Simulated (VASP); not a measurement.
A VASP calculation is set up with these files.

### INCAR
```
SYSTEM = C
PREC = Accurate; ENCUT = 600; LREAL = .False.
LASPH = .True.
EDIFF = 1E-7; NELM = 100; ALGO = Normal
LMIXTAU = .True.
ISMEAR = 0; SIGMA = 0.05
METAGGA = R2SCAN
ISIF = 2
LWAVE = .False.; LCHARG = .False.
```

### POSCAR
```
C
1
    0.0000000000     1.7726855676     1.7726855676
    1.7726855676     0.0000000000     1.7726855676
    1.7726855676     1.7726855676     0.0000000000
C
2
Direct
  0.0000000000   0.0000000000   0.0000000000
  0.2500000000   0.2500000000   0.2500000000
```

### KPOINTS
```
Automatic mesh
0
Gamma
12 12 12
0 0 0
```

POTCAR, in this order: C (PBE.64 set). Program: vasp_std.

Problem. Write an equivalent input for Ansatz.

Solution. One equivalent input (not run):
Ansatz 0.2 input:
```yaml
crystal:
  lattice:
    - [0.0000000, 1.7726856, 1.7726856]
    - [1.7726856, 0.0000000, 1.7726856]
    - [1.7726856, 1.7726856, 0.0000000]
  atoms:
    - { symbol: C, position: [0.0000000, 0.0000000, 0.0000000] }
    - { symbol: C, position: [0.2500000, 0.2500000, 0.2500000] }
kpoints:
  mp_grid: { grid: [12, 12, 12] }
hamiltonian:
  xc: r2scan
  pseudopotentials: { kind: paw }
scf:
  occupations: { method: gaussian, width: 0.05 }
  max_iter: 100
output: { forces: true, stress: true, eigenvalues: true }
```
What does not carry over: each code has its own PAW files, so the cut-off isn't converted (ENCUT is set for VASP's; basis.ecutwfc is left out, and Ansatz then takes the one that its files recommend); Ansatz stops its SCF on the density residual and VASP on the energy change (EDIFF).

The compound is C in the diamond structure. This cell was strained or had an atom moved on purpose.
